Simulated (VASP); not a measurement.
Ga2SnO:

```
Ga Sn O
1.0
    -3.57700    3.57700    2.95300
     3.57700   -3.57700    2.95300
     3.57700    3.57700   -2.95300
Ga Sn O
4 2 2
Direct
  0.15124 0.65124 0.80249
  0.65124 0.84876 0.50000
  0.84876 0.34876 0.19751
  0.34876 0.15124 0.50000
  0.75000 0.75000 0.00000
  0.25000 0.25000 0.00000
  0.25000 0.75000 0.50000
  0.75000 0.25000 0.50000
```

The cell was built by a generator and needn't be a form met in nature.

* Program: VASP 6.6.1
* Task: relaxation of cell and atoms
* Functional: PBE
* Potentials or basis: VASP PAW PBE potentials, release 64 (Ga_d, Sn_d, O)
* Cutoff: 520 eV
* k mesh: 6 × 6 × 6
* Occupations: gaussian, width 0.1 eV
* Spin: no spin polarisation

At the start: pressure 0.1 GPa; volume 18.89 Å³/atom.

Where does the relaxation end?

Over 9 steps the energy falls by 10.4 meV/atom and the volume is 19.45 Å³/atom (+3.0 %); space group I4/mcm (No. 140, to 0.05 Å).

The path:
| step | energy change (eV) | largest force (eV/Å) | pressure (GPa) | volume (Å³) |
| --- | --- | --- | --- | --- |
| 1 | 0.0000 | 0.1374 | 0.10 | 151.13 |
| 2 | -0.0562 | 0.0987 | 0.60 | 151.36 |
| 3 | -0.0677 | 0.0645 | 1.01 | 151.47 |
| 4 | -0.0789 | 0.1327 | -0.01 | 154.54 |
| 5 | -0.0791 | 0.1414 | -0.11 | 154.92 |
| 6 | -0.0825 | 0.0550 | 0.01 | 155.32 |
| 7 | -0.0831 | 0.0201 | 0.09 | 155.67 |
| 8 | -0.0832 | 0.0036 | 0.10 | 155.60 |
| 9 | -0.0832 | 0.0079 | 0.02 | 155.61 |

Final structure:
```
Ga Sn O
1.0
    -3.67297    3.67297    2.88370
     3.67297   -3.67297    2.88370
     3.67297    3.67297   -2.88370
Ga Sn O
4 2 2
Direct
  0.14807 0.64807 0.79613
  0.64807 0.85193 0.50000
  0.85193 0.35193 0.20387
  0.35193 0.14807 0.50000
  0.75000 0.75000 0.00000
  0.25000 0.25000 0.00000
  0.25000 0.75000 0.50000
  0.75000 0.25000 0.50000
```
